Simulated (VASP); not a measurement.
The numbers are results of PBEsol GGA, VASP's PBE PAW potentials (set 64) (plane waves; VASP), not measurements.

VASP input:

KPOINTS:
```
Automatic mesh
0
Gamma
8 8 5
0 0 0
```

### INCAR
```
# general
SYSTEM  = GaN
PREC    = Accurate
ENCUT   = 620
LREAL   = .False.   # projection in real space or not
LASPH   = .True.

# electronic loop
EDIFF   = 1E-6   # SCF stop (eV)
NELM    = 100   # most electronic steps
ALGO    = Normal   # blocked Davidson
LMAXMIX = 4   # l cut-off of mixed one-centre charges

# smearing
ISMEAR  = 0
SIGMA   = 0.05

# functional
GGA     = PS

# ions
IBRION  = 2   # conjugate gradients
NSW     = 40   # most ionic steps
ISIF    = 3
EDIFFG  = -0.02
PSTRESS = 300

# output
LWAVE   = .False.
LCHARG  = .False.
```

### POSCAR
```
GaN
1
    1.5272502296    -2.6452749536     0.0000000000
    1.5272502296     2.6452749536     0.0000000000
    0.0000000000    -0.0000000000     4.9766406878
Ga N
2 2
Direct
  0.6666670000   0.3333330000   0.5002694552
  0.3333330000   0.6666670000   0.0002694552
  0.6666670000   0.3333330000   0.8767305448
  0.3333330000   0.6666670000   0.3767305448
```

POTCAR, in this order: Ga_d N (PBE.64 set). Program: vasp_std.

Output

File OUTCAR:
```
 ion  position               nearest neighbor table
   1  0.667  0.333  0.500-   4 1.87   4 1.87   4 1.87   3 1.87
   2  0.333  0.667  0.000-   3 1.87   3 1.87   3 1.87   4 1.87
   3  0.667  0.333  0.877-   2 1.87   2 1.87   2 1.87   1 1.87
   4  0.333  0.667  0.377-   1 1.87   1 1.87   1 1.87   2 1.87
  LATTYP: Found a hexagonal cell.
 ALAT       =     3.0545004246
 C/A-ratio  =     1.6292813868
 Subroutine PRICEL returns:
 Original cell was already a primitive cell.
 Subroutine GETGRP returns: Found 12 space group operations
The static configuration has the point symmetry C_3v.
 The point group associated with its full space group is C_6v.
The dynamic configuration has the point symmetry C_3v.
 Subroutine INISYM returns: Found 12 space group operations
 Subroutine IBZKPT returns following result:
 Found     30 irreducible k-points:

 Following reciprocal coordinates:
            Coordinates               Weight
  0.000000  0.000000  0.000000      1.000000
  0.125000 -0.000000  0.000000      6.000000
  0.250000 -0.000000  0.000000      6.000000
  0.375000  0.000000  0.000000      6.000000
  0.500000 -0.000000  0.000000      3.000000
  0.125000  0.125000  0.000000      6.000000
  0.250000  0.125000  0.000000     12.000000
  0.375000  0.125000  0.000000     12.000000
  0.250000  0.250000  0.000000      6.000000
  0.375000  0.250000  0.000000      6.000000
  0.000000  0.000000  0.200000      2.000000
  0.125000 -0.000000  0.200000     12.000000
  0.250000 -0.000000  0.200000     12.000000
  0.375000  0.000000  0.200000     12.000000
  0.500000 -0.000000  0.200000      6.000000
  0.125000  0.125000  0.200000     12.000000
  0.250000  0.125000  0.200000     24.000000
  0.375000  0.125000  0.200000     24.000000
  0.250000  0.250000  0.200000     12.000000
  0.375000  0.250000  0.200000     12.000000
...
```

**OSZICAR**
```
       N       E                     dE             d eps       ncg     rms          rms(c)
DAV:   1     0.296981669590E+03    0.29698E+03   -0.20436E+04  1388   0.351E+03
DAV:   2     0.101287312364E+02   -0.28685E+03   -0.27625E+03  1426   0.584E+02
DAV:   3    -0.282394463442E+02   -0.38368E+02   -0.37824E+02  1506   0.172E+02
DAV:   4    -0.299477427117E+02   -0.17083E+01   -0.17037E+01  1786   0.381E+01
DAV:   5    -0.299756910699E+02   -0.27948E-01   -0.27938E-01  1500   0.473E+00    0.110E+01
DAV:   6    -0.257926361910E+02    0.41831E+01   -0.13319E+01  2462   0.654E+01    0.314E+00
DAV:   7    -0.258833140781E+02   -0.90678E-01   -0.22615E+00  1440   0.132E+01    0.280E+00
DAV:   8    -0.258613897367E+02    0.21924E-01   -0.38561E-01  2016   0.119E+01    0.966E-01
DAV:   9    -0.258303104470E+02    0.31079E-01   -0.14569E-01  2374   0.762E+00    0.252E-01
DAV:  10    -0.258313183284E+02   -0.10079E-02   -0.88130E-03  1486   0.104E+00    0.726E-02
DAV:  11    -0.258312888197E+02    0.29509E-04   -0.67069E-04  2050   0.649E-01    0.922E-03
DAV:  12    -0.258312969709E+02   -0.81512E-05   -0.89679E-05  1834   0.140E-01    0.781E-03
DAV:  13    -0.258312973915E+02   -0.42057E-06   -0.10006E-05  1802   0.276E-02    0.481E-03
DAV:  14    -0.258312971409E+02    0.25057E-06   -0.11168E-06   956   0.132E-02
   1 F= -.18301939E+02 E0= -.18301939E+02  d E =-.183019E+02
```

**OUTCAR**
```
------------------------ aborting loop because EDIFF is reached ----------------------------------------
  FORCE on cell =-STRESS in cart. coord.  units (eV):
  Direction    XX          YY          ZZ          XY          YZ          ZX
  --------------------------------------------------------------------------------------
  Total        7.4684334      7.4684331      7.4996898     -0.0000000     -0.0000000      0.0000000
  in kB      297.5724994    297.5724904    298.8178817     -0.0000000     -0.0000000      0.0000000
  external PRESSURE =      -2.0123762 kB  Pullay stress =     300.0000000 kB
  volume of cell :       40.21
      direct lattice vectors                 reciprocal lattice vectors
     1.527250230 -2.645274954  0.000000000     0.327385775 -0.189016268  0.000000000
     1.527250230  2.645274954  0.000000000     0.327385775  0.189016268  0.000000000
     0.000000000  0.000000000  4.976640688     0.000000000  0.000000000  0.200938758
  FREE ENERGIE OF THE ION-ELECTRON SYSTEM (eV)
  ---------------------------------------------------
  free  energy   TOTEN  =       -25.8312971409 eV

  energy  without entropy=      -25.8312971409  energy(sigma->0) =      -25.83129714
  enthalpy is  TOTEN    =       -18.3019386940 eV   P V=        7.5293584469

 reached required accuracy - stopping structural energy minimisation
```
(Selected blocks of OUTCAR.)

The compound is GaN in the wurtzite structure. It was relaxed first under an external pressure of 30 GPa.
